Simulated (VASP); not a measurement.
# Quasiparticle energies of AlN in VASP

Aim: the quasiparticle gap of AlN, and what it costs to get it. The cell is of the wurtzite type, one of the forms listed for this formula. The start is a cell from a database of measured crystal structures.

Program: VASP 6.6.1. Level of theory: LDA; plane waves and PAW (Al, N), in the first sound run; inputs show where later runs differ. Results are calculated unless marked as measured.

The database entry behind the starting cell differs from later determinations by our own check (inner coordinate u about 0.002 short), so it need not match the best structure at ambient conditions.

### Step 1. Set-up

Symmetry: P6_3mc, No. 186, hexagonal system. Conventional cell: a = 3.113 Å, b = 3.113 Å, c = 4.981 Å, α = 90.00°, β = 90.00°, γ = 120.00°. Nearest to Al lie 4 N at 1.89 Å. N has 4 Al at 1.89 Å nearest. Farther neighbours and most contacts between anions are not listed.

Coordinates:

```xyz
4
Lattice="3.1130 0.0000 0.0000 -1.5565 2.6959 0.0000 0.0000 0.0000 4.9810" Properties=species:S:1:pos:R:3 pbc="T T T"
Al    1.5565    0.8986    2.4905
Al    0.0000    1.7973    0.0000
N     1.5565    0.8986    4.3833
N     0.0000    1.7973    1.8928
```

### Step 2. Relaxation

The atoms are relaxed first inside the given cell, which is kept (ISIF = 2), since band edges depend on the positions.

File INCAR:

```
SYSTEM = AlN
PREC = Accurate
ENCUT = 520
EDIFF = 1E-06
NELM = 100
ISMEAR = 0
SIGMA = 0.05
LREAL = .FALSE.
ALGO = Normal
GGA = CA
NBANDS = 14
LWAVE = .FALSE.
LCHARG = .FALSE.
KPAR = 4
IBRION = 2
NSW = 60
ISIF = 2
EDIFFG = -0.01
```

File POSCAR:

```
AlN
1.0
    3.1130000000      0.0000000000      0.0000000000
   -1.5565000000      2.6959370820      0.0000000000
    0.0000000000      0.0000000000      4.9810000000
Al N
2 2
Direct
    0.6666666667      0.3333333333      0.5000000000
    0.3333333333      0.6666666667      0.0000000000
    0.6666666667      0.3333333333      0.8800000000
    0.3333333333      0.6666666667      0.3800000000
```

File KPOINTS:

```
Automatic mesh
0
Gamma
8 8 4
0 0 0
```

PAW data sets: Al and N (PBE family, release 64).

Command:

```
$ mpirun -np 4 vasp_std
```

What it wrote:

```text
[banner, memory and clock lines left out]
running    4 mpi-ranks, on    1 nodes
 distrk:  each k-point on    1 cores,    4 groups
 distr:  one band on    1 cores,    1 groups

 POSCAR found type information on POSCAR AlN
 POSCAR found :  2 types and       4 ions
|                                                                             |
|               ----> ADVICE to this user running VASP <----                  |
|                                                                             |
|     You enforced a specific xc type in the INCAR file but a different       |
|     [... a line on the potential file left out ...]
|     I HOPE YOU KNOW WHAT YOU ARE DOING!                                     |
|                                                                             |

 LDA part: xc-table for (Slater(with rela. corr.)+CA(PZ))
 , standard interpolation
 POSCAR, INCAR and KPOINTS ok, starting setup
 FFT: planning ... GRIDC
 FFT: planning ... GRID_SOFT
 FFT: planning ... GRID
 WAVECAR not read
 entering main loop
       N       E                     dE             d eps       ncg     rms          rms(c)
DAV:   1     0.447360438973E+02    0.44736E+02   -0.75108E+03   840   0.102E+03
DAV:   2    -0.334156634991E+02   -0.78152E+02   -0.71574E+02  1154   0.207E+02
DAV:   3    -0.374596843794E+02   -0.40440E+01   -0.40292E+01  1134   0.487E+01
DAV:   4    -0.374886458495E+02   -0.28961E-01   -0.28958E-01   948   0.477E+00
DAV:   5    -0.374890156983E+02   -0.36985E-03   -0.36982E-03  1122   0.546E-01    0.117E+01
DAV:   6    -0.328908599058E+02    0.45982E+01   -0.12706E+01  1038   0.263E+01    0.393E+00
DAV:   7    -0.328582244153E+02    0.32635E-01   -0.72672E-01   924   0.598E+00    0.279E+00
DAV:   8    -0.328064398561E+02    0.51785E-01   -0.11300E-01   990   0.295E+00    0.583E-01
DAV:   9    -0.327999712219E+02    0.64686E-02   -0.20586E-02  1140   0.107E+00    0.248E-01
DAV:  10    -0.328002718858E+02   -0.30066E-03   -0.20478E-03   918   0.298E-01    0.170E-01
DAV:  11    -0.328001839858E+02    0.87900E-04   -0.15852E-04  1092   0.100E-01    0.361E-02
DAV:  12    -0.328001820769E+02    0.19088E-05   -0.52494E-06  1050   0.190E-02    0.977E-03
DAV:  13    -0.328001816344E+02    0.44255E-06   -0.25380E-06   956   0.121E-02
   1 F= -.32800182E+02 E0= -.32800182E+02  d E =-.328002E+02
 curvature:   0.00 expect dE= 0.000E+00 dE for cont linesearch  0.000E+00
 trial: gam= 0.00000 g(F)=  0.286E-02 g(S)=  0.000E+00 ort = 0.000E+00 (trialstep = 0.100E+01)
 search vector abs. value=  0.286E-02
 bond charge predicted
       N       E                     dE             d eps       ncg     rms          rms(c)
DAV:   1    -0.328012365715E+02   -0.10545E-02   -0.29986E-01   846   0.438E+00    0.883E-02
DAV:   2    -0.328013750143E+02   -0.13844E-03   -0.37251E-03  1044   0.481E-01    0.543E-02
DAV:   3    -0.328012582651E+02    0.11675E-03   -0.13966E-04   972   0.123E-01    0.160E-02
DAV:   4    -0.328012575680E+02    0.69703E-06   -0.74965E-05  1014   0.638E-02    0.889E-03
DAV:   5    -0.328012572490E+02    0.31905E-06   -0.29885E-06   864   0.141E-02
   2 F= -.32801257E+02 E0= -.32801257E+02  d E =-.107561E-02
 trial-energy change:   -0.001076  1 .order   -0.001090   -0.002857    0.000676
 step:   0.8047(harm=  0.8087)  dis= 0.00472  next Energy=   -32.801323 (dE=-0.114E-02)
 bond charge predicted
       N       E                     dE             d eps       ncg     rms          rms(c)
DAV:   1    -0.328013229940E+02   -0.65426E-04   -0.11416E-02   858   0.853E-01    0.175E-02
DAV:   2    -0.328013270551E+02   -0.40610E-05   -0.13738E-04  1038   0.930E-02    0.109E-02
DAV:   3    -0.328013222947E+02    0.47604E-05   -0.59257E-06   990   0.254E-02    0.295E-03
DAV:   4    -0.328013223278E+02   -0.33106E-07   -0.29673E-06   780   0.125E-02
   3 F= -.32801322E+02 E0= -.32801322E+02  d E =-.114069E-02
 curvature:  -0.40 expect dE=-0.263E-07 dE for cont linesearch -0.263E-07
 trial: gam=-0.00475 g(F)=  0.651E-07 g(S)=  0.000E+00 ort = 0.136E-04 (trialstep = 0.961E+00)
 search vector abs. value=  0.101E-09
 reached required accuracy - stopping structural energy minimisation
```

Run time: 6 s. Hardware: 4 MPI ranks of Intel Xeon Platinum 8488C (Sapphire Rapids), shared host; peak memory 0.53 GiB.

The logs omit lines about the potential files and the build; timing stands in the text.

OUTCAR, selected parts (step 2):

```text
ion  position               nearest neighbor table
   1  0.667  0.333  0.500-   3 1.89   4 1.89   4 1.89   4 1.89   2 3.07   2 3.07   2 3.07   2 3.07
                             2 3.07   2 3.07
   2  0.333  0.667  0.000-   4 1.89   3 1.89   3 1.89   3 1.89   1 3.07   1 3.07   1 3.07   1 3.07
                             1 3.07   1 3.07
   3  0.667  0.333  0.880-   1 1.89   2 1.89   2 1.89   2 1.89
   4  0.333  0.667  0.380-   2 1.89   1 1.89   1 1.89   1 1.89

  LATTYP: Found a hexagonal cell.
 ALAT       =     3.1130000000
 C/A-ratio  =     1.6000642467

 Subroutine GETGRP returns: Found 12 space group operations
 (whereof  6 operations were pure point group operations)

The static configuration has the point symmetry C_3v.
 The point group associated with its full space group is C_6v.

 Found     30 irreducible k-points:

   k-points           NKPTS =     30   k-points in BZ     NKDIM =     30   number of bands    NBANDS=     14

   dimension x,y,z NGX =    24 NGY =   24 NGZ =   40
   dimension x,y,z NGXF=    48 NGYF=   48 NGZF=   80

   ENCUT  =  520.0 eV  38.22 Ry    6.18 a.u.   5.79  5.79  9.26*2*pi/ulx,y,z

   NELECT =      16.0000    total number of electrons

 k-points in reciprocal lattice and weights: Automatic mesh
   0.00000000  0.00000000  0.00000000       0.004
   0.12500000  0.00000000  0.00000000       0.023
   0.25000000  0.00000000  0.00000000       0.023
   0.37500000  0.00000000  0.00000000       0.023
   0.50000000  0.00000000  0.00000000       0.012
   0.12500000  0.12500000  0.00000000       0.023
   0.25000000  0.12500000  0.00000000       0.047
   0.37500000  0.12500000  0.00000000       0.047
   0.25000000  0.25000000  0.00000000       0.023
[...]
0.25000000  0.25000000  0.50000000       0.023
   0.37500000  0.25000000  0.50000000       0.023

 average (electrostatic) potential at core
       1 -71.1859       2 -71.1859       3 -59.9275       4 -59.9275

 E-fermi :   6.1570

 k-point     1 :       0.0000    0.0000    0.0000
  band No.  band energies     occupation
    ...
      4       5.0042      2.00000
      5       5.0042      2.00000
      6       5.6618      2.00000
      7       5.6618      2.00000
      8       5.8834      2.00000
      9      10.0981      0.00000
     10      12.4174      0.00000
     11      16.3451      0.00000
     12      16.8312      0.00000
     13      16.8312      0.00000
    ...

 k-point     2 :       0.1250    0.0000    0.0000
  band No.  band energies     occupation
    ...
      4       4.1279      2.00000
      5       4.7581      2.00000
      6       4.8455      2.00000
      7       5.6239      2.00000
      8       5.7902      2.00000
      9      10.9076      0.00000
     10      13.1423      0.00000
     11      15.5209      0.00000
     12      15.7832      0.00000
     13      17.3877      0.00000
    ...

 k-point     3 :       0.2500    0.0000    0.0000
  band No.  band energies     occupation
    ...
      4       2.3942      2.00000
      5       3.4136      2.00000
      6       4.2881      2.00000
      7       5.4370      2.00000
      8       5.4575      2.00000
      9      12.0008      0.00000
     10      13.3479      0.00000
     11      13.8357      0.00000
     12      15.7454      0.00000
     13      17.3232      0.00000
    ...

  Total       -0.9616734     -0.9616734     -0.8587270      0.0000000      0.0000000      0.0000000
  in kB      -36.8580835    -36.8580835    -32.9124572      0.0000000      0.0000000      0.0000000
  external PRESSURE =     -35.5428747 kB  Pullay stress =       0.0000000 kB

  energy-cutoff  :      520.00
  volume of cell :       41.80
      direct lattice vectors                 reciprocal lattice vectors
     3.113000000  0.000000000  0.000000000     0.321233537  0.185464269  0.000000000
    -1.556500000  2.695937082  0.000000000     0.000000000  0.370928538  0.000000000
     0.000000000  0.000000000  4.981000000     0.000000000  0.000000000  0.200762899

 POSITION                                       TOTAL-FORCE (eV/Angst)
 -----------------------------------------------------------------------------------
      1.55650      0.89865      2.48578        -0.000000      0.000000     -0.000581
     -0.00000      1.79729      4.97628         0.000000     -0.000000     -0.000581
      1.55650      0.89865      4.38800         0.000000      0.000000      0.000581
     -0.00000      1.79729      1.89750         0.000000     -0.000000      0.000581
 -----------------------------------------------------------------------------------
    total drift:                               -0.000000     -0.000000      0.002441

  FREE ENERGIE OF THE ION-ELECTRON SYSTEM (eV)
  ---------------------------------------------------
  free  energy   TOTEN  =       -32.8013223278 eV

  energy  without entropy=      -32.8013223278  energy(sigma->0) =      -32.80132233

 reached required accuracy - stopping structural energy minimisation

[... 3 further parts left out ...]
```

CONTCAR:

```
AlN
   1.00000000000000
     3.1130000000000000    0.0000000000000000    0.0000000000000000
    -1.5565000000000000    2.6959370819999999    0.0000000000000000
     0.0000000000000000    0.0000000000000000    4.9809999999999999
  Al              N
     2     2
Direct
     0.6666666667000030    0.3333333332999970    0.4990517037008042
     0.3333333332999970    0.6666666667000030    0.9990517037008041
     0.6666666667000030    0.3333333332999970    0.8809482962991985
     0.3333333332999970    0.6666666667000030    0.3809482962991984
```

The PAW data sets were made with PBE, though LDA sets exist; this is a small mismatch. The run keeps the 12 symmetry operations of its start, so it cannot find a distortion of lower symmetry.

The steps of the relaxation:

```
step  energy less that of the first step (eV)  largest force (eV/Å)
   1                                   0.0000                0.1217
   2                                  -0.0011                0.0288
   3                                  -0.0011                0.0006
```

Numbers from this step:

| Property | Result |
| --- | --- |
| free energy (TOTEN) | -32.80 eV |
| Fermi energy | 6.157 eV |
| pressure | -3.554 GPa |

At LDA, with these data sets, the largest force is down to 5.8e-4 eV/Å.

[end of part 1 of 8]

[Lines on the potential files, build, host, timing and source positions are cut from VASP's logs without a mark.]

[Logs are printed without paths, hosts, clocks, repeated set-up lines and the standing remarks that a program may print on its own settings, such as how far it seeks lower states.]

[Hosts, paths, dates, database ids (printed as entryN), source tags and the programs' standing remarks are cut or masked in the printed files.]

[Pressures printed for these runs are not shown converged in the cutoff: they can be off by several GPa and have the wrong sign.]
